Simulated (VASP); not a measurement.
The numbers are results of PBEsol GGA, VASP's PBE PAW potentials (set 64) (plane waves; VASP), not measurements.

VASP ran on this input.

### POSCAR
```
AlN
1
    0.0000000000     2.1888460827     2.1888460827
    2.1888460827     0.0000000000     2.1888460827
    2.1888460827     2.1888460827    -0.0000000000
Al N
1 1
Direct
  0.0000000000   0.0000000000   0.0000000000
  0.2500000000   0.2500000000   0.2500000000
```

**KPOINTS**
```
K-points
0
G
  9 9 9
```

### INCAR
```
# general
SYSTEM = AlN
PREC   = Accurate
ENCUT  = 520
LREAL  = .False.
LASPH  = .True.

# electronic loop
EDIFF  = 1E-6
NELM   = 100
ALGO   = Normal

# smearing
ISMEAR = 0
SIGMA  = 0.05

# functional
GGA    = PS

# ions
IBRION = 2
NSW    = 60
ISIF   = 3
EDIFFG = -0.01

# output
LWAVE  = .False.
LCHARG = .False.
```

POTCAR, in this order: Al N (PBE.64 set). Program: vasp_std.

### Question
What will the output report for the number of irreducible k-points (NKPTS), largest plane-wave count, number of space-group operations, FFT grid (NGX, NGY, NGZ)?

### Answer

```json
{
  "number of irreducible k-points (NKPTS)": "35",
  "largest_plane_wave_count": "576",
  "number_of_space_group_operations": "24",
  "FFT grid (NGX, NGY, NGZ)": "24 × 24 × 24"
}
```

The structure was generated: AlN was put into the zinc blende type (F-43m), which need not be its known phase. It was relaxed first. The start is the result of an earlier pass.
